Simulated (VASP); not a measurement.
# SrW (R-3m) in VASP: reference runs, part 2 of 2

VASP 6.6.1.

## Step 3: Single point, PBE (atoms moved at random, drawn with an rms of 0.05 Å)

INCAR

```
ALGO = Normal
EDIFF = 1E-7
ENCUT = 520
GGA = PE
ISIF = 2
ISMEAR = -1
LASPH = T
LCHARG = F
LREAL = F
LWAVE = F
NBANDS = 19
NELM = 60
PREC = Accurate
SIGMA = 0.05
```

KPOINTS

```
k-points
0
Gamma
  10 10 10
```

POSCAR

```
SrW
1.0
    1.5283100000      0.8823700000      5.6290200000
   -1.5283100000      0.8823700000      5.6290200000
    0.0000000000     -1.7647400000      5.6290200000
Sr W
1 1
Direct
    0.4958890000      0.4953630000      0.5088040000
    0.0042620000     -0.0020910000      0.0081410000
```

Potentials or basis: VASP PAW PBE potentials, release 64 (Sr_sv, W_sv).

The run is started by

```console
> cat potpaw_PBE.64/Sr_sv/POTCAR potpaw_PBE.64/W_sv/POTCAR > POTCAR
> mpirun -np 1 vasp_std > vasp.out
```

OUTCAR:

```text
EDIFF = 1E-7
   ENCUT = 520
   GGA = PE
   ISIF = 2
   ISMEAR = -1
   LASPH = T
   LREAL = F
   NELM = 60
   PREC = Accurate

 ion  position               nearest neighbor table
   1  0.496  0.495  0.509-   2 3.27   2 3.27   2 3.28   2 3.36   2 3.37   2 3.38
   2  0.004  0.998  0.008-   1 3.27   1 3.27   1 3.28   1 3.36   1 3.37   1 3.38

  LATTYP: Found a trigonal (rhomboedric) cell.
 ALAT       =     5.8991672661
 COS(alpha) =     0.8657632328

  Lattice vectors:

 A1 = (   1.5283100000,   0.8823700000,   5.6290200000)
 A2 = (  -1.5283100000,   0.8823700000,   5.6290200000)
 A3 = (   0.0000000000,  -1.7647400000,   5.6290200000)

Analysis of symmetry for initial positions (statically):
=====================================================================
 Subroutine PRICEL returns:
 Original cell was already a primitive cell.

 Routine SETGRP: Setting up the symmetry group for a
 trigonal (rhombohedral) supercell.

 Subroutine GETGRP returns: Found  1 space group operations
 (whereof  1 operations were pure point group operations)
 out of a pool of 12 trial point group operations.

The static configuration has the point symmetry C_1 .

Analysis of symmetry for dynamics (positions and initial velocities):
=====================================================================
 Subroutine PRICEL returns:
 Original cell was already a primitive cell.

 Routine SETGRP: Setting up the symmetry group for a
 trigonal (rhombohedral) supercell.

 Subroutine GETGRP returns: Found  1 space group operations
 (whereof  1 operations were pure point group operations)
 out of a pool of 12 trial point group operations.

The dynamic configuration has the point symmetry C_1 .

[... 109 lines left out ...]
   NELECT =      24.0000    total number of electrons
   NUPDOWN=      -1.0000    fix difference up-down
   EMIN   =  10.00;   EMAX   =-10.00  energy-range for DOS
   EFERMI =   0.00;   METHOD = LEGACY
   ISMEAR =    -1;   SIGMA  =   0.05  broadening in eV -4-tet -1-fermi 0-gaus
   EFERMI_NEDOS =   21; number of points for ismear=-14 and -15
   IALGO  =     38    algorithm
   IMIX   =      4    mixing-type and parameters
     AMIX     =   0.40;   BMIX     =  1.00
     AMIX_MAG =   1.60;   BMIX_MAG =  1.00
  volume/ion in A,a.u.               =      22.77       153.68
  Fermi-wavevector in a.u.,A,eV,Ry     =   1.322300  2.498784 23.789460  1.748476
  Thomas-Fermi vector in A             =   2.451991
   LORBIT       =      0    0 simple, 1 ext, 2 COOP (PROOUT), +10 PAW based schemes
   GGA     = PE    functional components
   LHFCALC =     F    Hartree Fock is set to
   AEXX    =    0.0000 exact exchange contribution
   IVDW    =     0    specifies the selected vdW correction
   LEPSILON=     F    determine dielectric tensor
   LRPA    =     F    only Hartree local field effects (RPA)
 non-spin polarized calculation
  energy-cutoff  :      520.00
  volume of cell :       45.55
 maximum number of plane-waves:      1243
 NGX is ok and might be reduce to    48
   NGX = 21   NGY = 21   NGZ = 21

 number of electron      24.0000001 magnetization

 Free energy of the ion-electron system (eV)
  ---------------------------------------------------
  ext. energy  EPLUGINS =         0.00000000
  ---------------------------------------------------
  free energy    TOTEN  =       -11.49356369 eV

  energy without entropy =      -11.48039565  energy(sigma->0) =      -11.48697967

 E-fermi :   6.1305     XC(G=0): -11.1223

 val. band max:        6.1195844830   @ k =   0.3000  -0.1000  -0.3000
 cond. band min:       6.1594981343   @ k =   0.3000   0.2000  -0.2000
 fundamental gap:      0.0399136513
 Fermi energy:         6.1305448402

 k-point     1 :       0.0000    0.0000    0.0000
  band No.  band energies     occupation
      1     -67.7713      2.00000
      2     -31.9714      2.00000
      3     -31.6404      2.00000
      4     -31.6402      2.00000
      5     -29.6034      2.00000
      6     -11.4824      2.00000
[... 505 lines left out ...]
      6     -11.3496      2.00000
[... 11 lines left out ...]
     18      11.4842      0.00000
     19      13.5202      0.00000

 [... further k-points ...]

------------------------ aborting loop because EDIFF is reached ----------------------------------------

  FORCE on cell =-STRESS in cart. coord.  units (eV):
  Direction    XX          YY          ZZ          XY          YZ          ZX
  --------------------------------------------------------------------------------------
  -------------------------------------------------------------------------------------
  Total        0.0887780      0.0966233      0.1559871     -0.0030880      0.0046112      0.0032094
  in kB        3.1229821      3.3989626      5.4872269     -0.1086280      0.1622105      0.1128984
  external PRESSURE =       4.0030572 kB  Pullay stress =       0.0000000 kB

 VOLUME and BASIS-vectors are now :
 -----------------------------------------------------------------------------
  energy-cutoff  :      520.00
  volume of cell :       45.55
      direct lattice vectors                 reciprocal lattice vectors
     1.528310000  0.882370000  5.629020000     0.327158757  0.188885237  0.059216939
    -1.528310000  0.882370000  5.629020000    -0.327158757  0.188885237  0.059216939
     0.000000000 -1.764740000  5.629020000     0.000000000 -0.377770474  0.059216939

 POSITION                                       TOTAL-FORCE (eV/Angst)
 -----------------------------------------------------------------------------------
      0.00080     -0.02326      8.44385         0.008722      0.010628      0.226542
     -1.51860      0.86992      5.68707        -0.008722     -0.010628     -0.226542
 -----------------------------------------------------------------------------------
    total drift:                                0.000001      0.000001     -0.000009

  FREE ENERGIE OF THE ION-ELECTRON SYSTEM (eV)
  ---------------------------------------------------
  free  energy   TOTEN  =       -11.4935636892 eV

  energy  without entropy=      -11.4803956515  energy(sigma->0) =      -11.48697967
```

OSZICAR:

```text
N       E                     dE             d eps       ncg     rms          rms(c)
DAV:   1     0.179505133675E+03    0.17951E+03   -0.12556E+04 19160   0.129E+03
DAV:   2    -0.480958760770E+01   -0.18431E+03   -0.18061E+03 22124   0.355E+02
DAV:   3    -0.129110619967E+02   -0.81015E+01   -0.79686E+01 28810   0.621E+01
DAV:   4    -0.132158471692E+02   -0.30479E+00   -0.30410E+00 25183   0.924E+00
DAV:   5    -0.132219714383E+02   -0.61243E-02   -0.61236E-02 25335   0.111E+00    0.380E+01
DAV:   6    -0.125687686034E+02    0.65320E+00   -0.32330E+01 22514   0.259E+01    0.542E+00
DAV:   7    -0.115906493614E+02    0.97812E+00   -0.66550E+00 22591   0.804E+00    0.114E+01
DAV:   8    -0.115157052736E+02    0.74944E-01   -0.37854E-01 26298   0.402E+00    0.308E+00
DAV:   9    -0.114933376026E+02    0.22368E-01   -0.15064E-01 21746   0.985E-01    0.104E+00
DAV:  10    -0.114942516719E+02   -0.91407E-03   -0.68612E-03 21193   0.511E-01    0.317E-01
DAV:  11    -0.114937234755E+02    0.52820E-03   -0.97709E-03 23739   0.240E-01    0.126E-01
DAV:  12    -0.114935652633E+02    0.15821E-03   -0.11277E-03 23979   0.937E-02    0.755E-02
DAV:  13    -0.114935653005E+02   -0.37199E-07   -0.11900E-05 22531   0.204E-02    0.388E-02
DAV:  14    -0.114935645574E+02    0.74313E-06   -0.10068E-05 27915   0.802E-03    0.242E-02
DAV:  15    -0.114935637070E+02    0.85044E-06   -0.15344E-06 22860   0.509E-03    0.480E-03
DAV:  16    -0.114935636892E+02    0.17746E-07   -0.31970E-08 11766   0.121E-03
   1 F= -.11493564E+02 E0= -.11486980E+02  d E =-.131680E-01
```

stdout:

```text
POSCAR found type information on POSCAR SrW
 POSCAR found :  2 types and       2 ions
 scaLAPACK will be used
 LDA part: xc-table for (Slater+PW92), standard interpolation
 POSCAR, INCAR and KPOINTS ok, starting setup
 FFT: planning ... GRIDC
 FFT: planning ... GRID_SOFT
 FFT: planning ... GRID
 WAVECAR not read
 entering main loop
```

Run time: 18 min. Hardware: 1 thread of AMD EPYC 9R45 (Zen 5), shared host; peak memory 0.64 GiB.

Results:

```yaml
Free_energy: -11.4936 eV
Pressure: 0.4 GPa
Largest_force: 0.227 eV/Å
Band_gap_on_the_k_mesh: none (metal or under the smearing width)
```

Forces on the atoms (eV/Å):
```
Sr   0.009  0.011  0.227
W   -0.009 -0.011 -0.227
```

Stress tensor (GPa, compression positive):
```
 0.31 -0.01  0.01
-0.01  0.34  0.02
 0.01  0.02  0.55
```
